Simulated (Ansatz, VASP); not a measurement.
# LiBe in two plane-wave programs

Aim: how closely do two programs agree when they are given the same cell, functional and k mesh? The cell is taken from a series of runs on this material, whose earlier steps may have relaxed, scaled, displaced or heated it; both programs get it as it stands.

Calculated with Ansatz 0.2.0; plane waves, with VASP 6.6.1 beside it; relaxation of cell and atoms at PBEsol.

## 1. Set-up

It takes space group Pm-3m (No. 221, cubic). Conventional cell: a = 2.811 Å, b = 2.811 Å, c = 2.811 Å, α = 90.00°, β = 90.00°, γ = 90.00°. Nearest to Li lie 8 Be at 2.43 Å. Be has 8 Li at 2.43 Å nearest. Farther neighbours are not listed.

As a file:

```xyz
2
Lattice="2.8112 0.0000 0.0000 0.0000 2.8112 0.0000 0.0000 0.0000 2.8112" Properties=species:S:1:pos:R:3 pbc="T T T"
Li    0.0000    0.0000    0.0000
Be    1.4056    1.4056    1.4056
```

## 2. VASP: relaxation of cell and atoms, PBEsol

The relaxed volume is the usual yardstick between codes: in a stiff, nearly cubic crystal its relative difference is about their pressure difference at one cell divided by the bulk modulus.

Lines of VASP's logs that name or quote its potential files are left out, and so is its time.

Contents of INCAR:

```
SYSTEM = LiBe
PREC = Accurate
ENCUT = 750
EDIFF = 1E-07
NELM = 120
ISMEAR = 0
SIGMA = 0.1
LREAL = .FALSE.
ALGO = Normal
GGA = PS
NBANDS = 8
LORBIT = 11
LWAVE = .FALSE.
LCHARG = .FALSE.
ISIF = 3
IBRION = 2
NSW = 80
EDIFFG = -0.005
LASPH = .TRUE.
GGA_COMPAT = .FALSE.
NELMIN = 4
KPAR = 2
```

Contents of POSCAR:

```
LiBe
1.0
    2.8111530000      0.0000000000      0.0000000000
    0.0000000000      2.8111530000      0.0000000000
    0.0000000000      0.0000000000      2.8111530000
Li Be
1 1
Direct
    0.0000000000      0.0000000000      0.0000000000
    0.5000001779      0.5000001779      0.5000001779
```

Contents of KPOINTS:

```
Automatic mesh
0
Gamma
14 14 14
0 0 0
```

PAW data sets: Li_sv and Be (PBE family, release 64).

The run is started by

```bash
$ mpirun -np 2 vasp_std
```

Numbers of over 12 decimals in the logs are rounded to 6 here.

The program printed:

```text
[banner, memory and clock lines left out]
running    2 mpi-ranks, on    1 nodes
 distrk:  each k-point on    1 cores,    2 groups
 distr:  one band on    1 cores,    1 groups

 POSCAR found type information on POSCAR LiBe
 POSCAR found :  2 types and       2 ions
|                                                                             |
|               ----> ADVICE to this user running VASP <----                  |
|                                                                             |
|     You enforced a specific xc type in the INCAR file but a different       |
|     [... a line on the potential file left out ...]
|     I HOPE YOU KNOW WHAT YOU ARE DOING!                                     |
|                                                                             |

 LDA part: xc-table for (Slater+PW92), standard interpolation
 POSCAR, INCAR and KPOINTS ok, starting setup
 FFT: planning ... GRIDC
 FFT: planning ... GRID_SOFT
 FFT: planning ... GRID
 WAVECAR not read
 entering main loop
       N       E                     dE             d eps       ncg     rms          rms(c)
DAV:   1     0.109212650586E+01    0.10921E+01   -0.19145E+03  1920   0.628E+02
DAV:   2    -0.511180689268E+01   -0.62039E+01   -0.59056E+01  2928   0.724E+01
DAV:   3    -0.521749239619E+01   -0.10569E+00   -0.10532E+00  2368   0.832E+00
DAV:   4    -0.522045570890E+01   -0.29633E-02   -0.29629E-02  3016   0.113E+00
DAV:   5    -0.522046378340E+01   -0.80745E-05   -0.80742E-05  2472   0.433E-02    0.632E-01
DAV:   6    -0.522032795222E+01    0.13583E-03   -0.23813E-03  2464   0.378E-01    0.386E-01
DAV:   7    -0.522200696275E+01   -0.16790E-02   -0.83843E-03  2048   0.740E-01    0.579E-02
DAV:   8    -0.522203873872E+01   -0.31776E-04   -0.25995E-04  2912   0.163E-01    0.721E-03
DAV:   9    -0.522204055829E+01   -0.18196E-05   -0.12993E-05  2552   0.407E-02    0.226E-03
DAV:  10    -0.522204079380E+01   -0.23552E-06   -0.14898E-06  2872   0.111E-02    0.204E-03
DAV:  11    -0.522204077956E+01    0.14243E-07   -0.11415E-07  2384   0.300E-03
   1 F= -.52220408E+01 E0= -.52195896E+01  d E =-.522204E+01
 curvature:   0.00 expect dE= 0.000E+00 dE for cont linesearch  0.000E+00
 trial: gam= 0.00000 g(F)=  0.000E+00 g(S)=  0.175E-03 ort = 0.000E+00 (trialstep = 0.100E+01)
 search vector abs. value=  0.175E-03
 bond charge predicted
       N       E                     dE             d eps       ncg     rms          rms(c)
DAV:   1    -0.522218721467E+01   -0.14642E-03   -0.12106E-03  2552   0.334E-01    0.602E-02
DAV:   2    -0.522218426304E+01    0.29516E-05   -0.15689E-04  2232   0.100E-01    0.416E-02
DAV:   3    -0.522217469349E+01    0.95695E-05   -0.42382E-05  3168   0.459E-02    0.169E-02
DAV:   4    -0.522217318472E+01    0.15088E-05   -0.55444E-06  2832   0.205E-02    0.773E-03
DAV:   5    -0.522217258982E+01    0.59491E-06   -0.83850E-07  3256   0.681E-03    0.179E-03
DAV:   6    -0.522217254524E+01    0.44581E-07   -0.55130E-08  1392   0.228E-03
   2 F= -.52221725E+01 E0= -.52197289E+01  d E =-.131766E-03
 trial-energy change:   -0.000132  1 .order   -0.000132   -0.000175   -0.000088
 step:   2.0086(harm=  2.0086)  dis= 0.00000  next Energy=    -5.222217 (dE=-0.176E-03)
 bond charge predicted
       N       E                     dE             d eps       ncg     rms          rms(c)
DAV:   1    -0.522223301969E+01   -0.60430E-04   -0.12474E-03  2568   0.337E-01    0.616E-02
DAV:   2    -0.522222880325E+01    0.42164E-05   -0.15303E-04  2128   0.987E-02    0.422E-02
DAV:   3    -0.522221882832E+01    0.99749E-05   -0.43242E-05  3168   0.464E-02    0.162E-02
DAV:   4    -0.522221755088E+01    0.12774E-05   -0.54690E-06  2728   0.199E-02    0.812E-03
DAV:   5    -0.522221687173E+01    0.67914E-06   -0.98051E-07  3280   0.717E-03    0.157E-03
DAV:   6    -0.522221685244E+01    0.19288E-07   -0.51319E-08  1320   0.230E-03
   3 F= -.52222169E+01 E0= -.52197811E+01  d E =-.176073E-03
 curvature:  -1.00 expect dE=-0.739E-09 dE for cont linesearch -0.739E-09
 trial: gam= 0.00000 g(F)=  0.745E-49 g(S)=  0.735E-09 ort =-0.359E-06 (trialstep = 0.120E+01)
 search vector abs. value=  0.835E-09
 reached required accuracy - stopping structural energy minimisation
```

From OUTCAR (step 2):

```text
ion  position               nearest neighbor table
   1  0.000  0.000  0.000-   2 2.43   2 2.43   2 2.43   2 2.43   2 2.43   2 2.43   2 2.43   2 2.43

  LATTYP: Found a simple cubic cell.
 ALAT       =     2.8111530000

 Subroutine GETGRP returns: Found 48 space group operations
 (whereof 48 operations were pure point group operations)

The static configuration has the point symmetry O_h .

 Found    120 irreducible k-points:

   k-points           NKPTS =    120   k-points in BZ     NKDIM =    120   number of bands    NBANDS=      8

   dimension x,y,z NGX =    28 NGY =   28 NGZ =   28
   dimension x,y,z NGXF=    56 NGYF=   56 NGZF=   56

   ENCUT  =  750.0 eV  55.12 Ry    7.42 a.u.   6.28  6.28  6.28*2*pi/ulx,y,z

   NELECT =       5.0000    total number of electrons

 k-points in reciprocal lattice and weights: Automatic mesh
   0.00000000  0.00000000  0.00000000       0.000
   0.07142857  0.00000000  0.00000000       0.002
   0.14285714  0.00000000  0.00000000       0.002
   0.21428571  0.00000000  0.00000000       0.002
   0.28571429  0.00000000  0.00000000       0.002
   0.35714286  0.00000000  0.00000000       0.002
   0.42857143  0.00000000  0.00000000       0.002
   0.50000000  0.00000000  0.00000000       0.001
   0.07142857  0.07142857  0.00000000       0.004
[...]
0.50000000  0.50000000  0.42857143       0.002
   0.50000000  0.50000000  0.50000000       0.000

 average (electrostatic) potential at core
       1 -60.3601       2 -36.8092

 E-fermi :   2.8549

 k-point     1 :       0.0000    0.0000    0.0000
  band No.  band energies     occupation
      1     -41.0734      2.00000
      2      -3.5858      2.00000
      3       9.1353      0.00000
      4       9.1353      0.00000
      5       9.1353      0.00000
      6      13.6776      0.00000
      7      13.6776      0.00000
    ...

 k-point     2 :       0.0714    0.0000    0.0000
  band No.  band energies     occupation
      1     -41.0724      2.00000
      2      -3.5204      2.00000
      3       8.3234      0.00000
      4       9.2195      0.00000
      5       9.2195      0.00000
      6      13.7742      0.00000
      7      14.6175      0.00000
    ...

 k-point     3 :       0.1429    0.0000    0.0000
  band No.  band energies     occupation
      1     -41.0694      2.00000
      2      -3.3240      2.00000
      3       6.7780      0.00000
      4       9.4695      0.00000
      5       9.4695      0.00000
      6      14.0635      0.00000
      7      16.4779      0.00000
    ...

  Total        0.0001008      0.0001008      0.0001008     -0.0000000      0.0000000      0.0000000
  in kB        0.0073228      0.0073228      0.0073228     -0.0000000      0.0000000      0.0000000
  external PRESSURE =       0.0073228 kB  Pullay stress =       0.0000000 kB

  energy-cutoff  :      750.00
  volume of cell :       22.06
      direct lattice vectors                 reciprocal lattice vectors
     2.804446777  0.000000000 -0.000000000     0.356576566 -0.000000000 -0.000000000
     0.000000000  2.804446777  0.000000000    -0.000000000  0.356576566 -0.000000000
     0.000000000  0.000000000  2.804446777     0.000000000 -0.000000000  0.356576566

 POSITION                                       TOTAL-FORCE (eV/Angst)
 -----------------------------------------------------------------------------------
      0.00000      0.00000      0.00000         0.000000      0.000000      0.000000
      1.40222      1.40222      1.40222        -0.000000     -0.000000      0.000000
 -----------------------------------------------------------------------------------
    total drift:                                0.000003      0.000003      0.000003

  FREE ENERGIE OF THE ION-ELECTRON SYSTEM (eV)
  ---------------------------------------------------
  free  energy   TOTEN  =        -5.2222168524 eV

  energy  without entropy=       -5.2173452890  energy(sigma->0) =       -5.21978107

 reached required accuracy - stopping structural energy minimisation

 total charge
# of ion       s       p       d       tot
------------------------------------------
    1        2.048   0.121   0.000   2.169
    2        0.413   0.466   0.000   0.879
--------------------------------------------------
tot          2.461   0.587   0.000   3.048

[... 3 further parts left out ...]
```

This run has no spin polarisation. Its electron count is odd, so without a moment it is a metal by construction. The run keeps the 48 symmetry operations of its start, so it cannot find a distortion of lower symmetry.

## 3. Ansatz: relaxation of cell and atoms, PBEsol

Ansatz runs on norm-conserving files, of PseudoDojo where its log says so.

The same cell, functional, mesh and smearing now go to Ansatz, which takes its cutoff from its data sets.

Contents of input.yaml:

```yaml
crystal:
  lattice:
    - [2.811153, 0.0, 0.0]
    - [0.0, 2.811153, 0.0]
    - [0.0, 0.0, 2.811153]
  atoms:
    - { symbol: Li, position: [0.0, 0.0, 0.0] }
    - { symbol: Be, position: [0.5, 0.5, 0.5] }
kpoints:
  mp_grid: { grid: [14, 14, 14] }
hamiltonian:
  xc: pbesol
  pseudopotentials: { kind: nc }
scf:
  occupations: { method: gaussian, width: 0.1 }
output:
  forces: true
  stress: true
  eigenvalues: true
  write_density: true
  write_potential: true
  elf: true
  volumetric_format: npy
relax:
  adjacent_minimum: "off"
  f_tol: 0.005
  max_steps: 80
  cell: { stress_tol: 0.05 }
```

The run is started by

```bash
$ ansatz run input.yaml --threads 4 --pin off --max-ram 7168MiB --backend cpu --events-out ev --progress --plain --runs-dir out
```

The program printed:

```text
Engine: ansatz 0.2.0, aarch64-unknown-linux-gnu
Pseudopotentials: kind: nc
Pseudopotential: Li, nc, valence charge 3, recommended cutoff 1006.821291 eV (normal), Li.nc.azcp (PseudoDojo's, or run here from an input of PseudoDojo's: the run reads no file of this project's for it)
Pseudopotential: Be, nc, valence charge 4, recommended cutoff 1197.300995 eV (normal), Be.nc.azcp (PseudoDojo's, or run here from an input of PseudoDojo's: the run reads no file of this project's for it)
Functional definition: PBEsol
  exchange = pbesol_x
  correlation = pbesol_c
Crystal: 2 atoms, lattice volume = 22.215 Å³
Basis set: ecut = 1197.300995 eV, 2103 PW (Γ), exchange–correlation on 64×64×64 points (8 copies of the dense FFT grid, shifted against one another)
Bands: 8, of which v1, the nominal top of the filled ones, is band 4 counted from 1 (3 counted from 0)
Symmetry: 48 space group operations
Space group: Pm-3m (ITA 221), of the structure as read, at distance tolerance 2.8e-5 Å
k-points: 120 of 2744
Non-local potential: Li, projectors of the file, l = 0: 2, l = 1: 2
Non-local potential: Be, projectors of the file, l = 0: 2, l = 1: 2
Initial density: superposition of atomic densities (chi_scale 0.1, normalization cell, long waves kept (reshape's long-wave potential 0.00 eV rms))
Initial wavefunctions: pseudopotential atomic-orbital guess
Functional: x = pbesol(κ = 0.804, μ = 0.123457), c = pbesol(β = 0.046)
SCF iter   1: F=—  HF=-571.721378 eV  |F-HF|=—  |Δ(HF+E_count)|=         —  Δρ=2.17e-2  dr2=3.25e-2  ethr=3.10e-3  ⟨swp⟩=5.9  Hψ=8033  notcnv=0
preconditioner: auto → none  [metal: Δε(μ)=0.074 eV  Ē_g=10.469 eV  σ=0.100 eV  W_gap=0.36  n_scr=6 (ndim 8)  ℏωp=13.6 eV  f_vac=0.000  D(μ)=0.97/eV (n_scr^D=6)  sad-step TF]
SCF iter   2: F=—  HF=-571.714567 eV  |F-HF|=—  |Δ(HF+E_count)|=   6.81e-3  Δρ=1.12e-2  dr2=1.24e-2  ethr=4.65e-4  ⟨swp⟩=1.3  Hψ=1960  notcnv=0
SCF iter   3: F=—  HF=-571.709790 eV  |F-HF|=—  |Δ(HF+E_count)|=   4.78e-3  Δρ=1.38e-3  dr2=3.91e-5  ethr=1.77e-4  ⟨swp⟩=2.1  Hψ=1484  notcnv=0  defer=1
SCF iter   4: F=—  HF=-571.709830 eV  |F-HF|=—  |Δ(HF+E_count)|=   3.95e-5  Δρ=6.27e-5  dr2=1.34e-7  ethr=5.59e-7  ⟨swp⟩=1.9  Hψ=1243  notcnv=0  defer=1
SCF iter   5: F=-571.709830 eV  HF=-571.709830 eV  |F-HF|=2.50e-11  |Δ(HF+E_count)|=   1.51e-8  Δρ=3.11e-6  dr2=8.62e-10  ethr=1.43e-9  ⟨swp⟩=10.1  Hψ=5859  notcnv=0
SCF 1 converged in 5 iterations: F = -571.709830 eV  dr2 = 8.62e-10
relax step   1: F+E_penalty+E_count = -571.70982960 eV  Δ(F+E_penalty+E_count) = +0.000e0 eV  max|allowed force component| = 3.681e-29 eV/Å  Δτ_max = 0.0000 Å  P = -0.182 GPa  Ω = 22.215 Å³  (5 SCF iters, dr2 threshold 1.00e-7 eV, accepted)
[...]
relax step   2: F+E_penalty+E_count = -571.70987990 eV  Δ(F+E_penalty+E_count) = -5.030e-5 eV  max|allowed force component| = 2.524e-29 eV/Å  Δτ_max = 0.0000 Å  P = -0.051 GPa  Ω = 22.157 Å³  energy of the carried Pulay correction = +7.611e-6 eV  (3 SCF iters, dr2 threshold 8.28e-8 eV, accepted)
[...]
relax step   3: F+E_penalty+E_count = -571.70988655 eV  Δ(F+E_penalty+E_count) = -6.653e-6 eV  max|allowed force component| = 3.168e-30 eV/Å  Δτ_max = 0.0000 Å  P = +0.000 GPa  Ω = 22.134 Å³  energy of the carried Pulay correction = +1.060e-5 eV  (3 SCF iters, dr2 threshold 6.59e-9 eV, accepted)
[...]
relax step   4: F+E_penalty+E_count = -571.70987670 eV  Δ(F+E_penalty+E_count) = +9.851e-6 eV  max|allowed force component| = 3.197e-30 eV/Å  Δτ_max = 0.0000 Å  P = -0.001 GPa  Ω = 22.134 Å³  stress off target by 1.37e-3 GPa  SCF on the basis re-selected at this cell (its energy is not comparable with the rows above)  (3 SCF iters)
basis re-selected at this cell: Δ(F+E_penalty+E_count) = +9.851e-6 eV, ΔP = -0.002 GPa vs the last step (what re-selecting the basis moved, of the pressure what is left beyond the Pulay correction that the steps carried, after the strain that the cell walked since its last selection, with what the two solves' SCF thresholds leave and, on support functions, any second-order correction that the steps lacked; it is no m [...]
SCF converged after 3 iterations
Free energy (F): -571.709877 eV
Harris-Foulkes:  -571.709877 eV  (|F-HF|=1.51e-11)
Internal energy: -571.704994 eV  (E = F + TS)
E sigma→0 (E₀):  -571.707435 eV
Entropy (-TS):   -0.004883 eV (-2.442 meV/atom)
Fermi energy:    3.760643 eV
--- Per-component energies (eV) ---
  E_band       = -267.780765
  E_kinetic    = 377.184130
  E_local      = -313.187336  (includes V_loc(G=0)·N_el)
  E_nonlocal   = -400.820305
  E_hartree    = 104.972297
  E_xc         = -108.607851
  E_vxc        = -140.901841  (∫ρ·V_xc dr)
  E_ewald      = -231.245929
  E_smearing   = -0.004883  (= −TS)
  E_closure    = -0.000000  (closes the sum)
  Σ components = -571.709877   (vs F -571.709877, Δ=0.00e0)
--- Forces (eV/Å), atoms counted from 1 ---
  atom   1  Li    -0.00000000    -0.00000000     0.00000000
  atom   2  Be     0.00000000     0.00000000    -0.00000000
  max |Σ_I F_I| component: 6.23e-30 eV/Å
--- Stress (GPa, compression-positive) ---
       -0.001374       0.000000      -0.000000
        0.000000      -0.001374       0.000000
       -0.000000       0.000000      -0.001374
  P = ⅓ Tr σ = -0.0014 GPa (-0.014 kbar)
--- Band table (eV; the first three rows and the last of 120) ---
  k-point 0: bands = ["-95.6041", "-40.2285", "-2.6639", "10.0326", "10.0326", "10.0326", "14.5677", "14.5677"]
  k-point 1: bands = ["-95.6041", "-40.2275", "-2.5989", "9.2214", "10.1166", "10.1166", "14.6640", "15.5055"]
  k-point 2: bands = ["-95.6041", "-40.2246", "-2.4035", "7.6775", "10.3662", "10.3662", "14.9527", "17.3602"]
  k-point 119: bands = ["-95.6030", "-40.1700", "6.2504", "6.2504", "6.2504", "8.8114", "8.8114", "8.8114"]
--- Relaxed structure (3 steps of the walk, 3 accepted, 1 SCFs on fresh bases) ---
  F+E_penalty+E_count = -571.70987670 eV   max|allowed force component| = 3.197e-30 eV/Å   (the final SCF, on the basis selected at the relaxed cell)
  cell:  # Å, volume = 22.1339 Å³
    - [2.807713, 0, 0.0]
    - [0, 2.807713, 0]
    - [0.0, 0, 2.807713]
  atoms:
    - { symbol: Li, position: [0, 0, 0] }
    - { symbol: Be, position: [0.5, 0.5, 0.5] }
```

## 4. Side by side

Known differences besides the potentials themselves: the data sets hold 7 valence electrons in Ansatz (on norm-conserving files, of PseudoDojo where its log says so) and 5 in VASP; the cutoff is 1197.3 eV in Ansatz and 750 eV in VASP; Ansatz adds a Pulay correction to the stress that steers its cell, VASP none. Total energies have different zeros and are not compared.

Compared:

| quantity | Ansatz | VASP | difference |
| --- | --- | --- | --- |
| volume (Å³) | 22.13 | 22.06 | +0.35 % |
| edge a after relaxation, in the typed setting (Å) | 2.808 | 2.804 | +0.12 % |

## 5. What came out

```
difference in volume (relaxation of cell and atoms, PBEsol) : 0.35 %
```

**Reading.** The difference in volume is 0.35 % (relaxation of cell and atoms, PBEsol), within the 1.2 % picked in this series as the mark of a large difference, as far as the stopping tolerances let one tell. The data sets hold unlike numbers of valence electrons (7 in Ansatz and 5 in VASP), so part of the differences comes from the potentials. How closely two codes agree says nothing of how well the functional describes the real material.

[Lines on the potential files, build, host, timing and source positions are cut from VASP's logs without a mark.]

[Logs are printed without paths, hosts, clocks, repeated set-up lines and the standing remarks that a program may print on its own settings, such as how far it seeks lower states.]

[Hosts, paths, dates, database ids (printed as entryN), source tags and the programs' standing remarks are cut or masked in the printed files.]
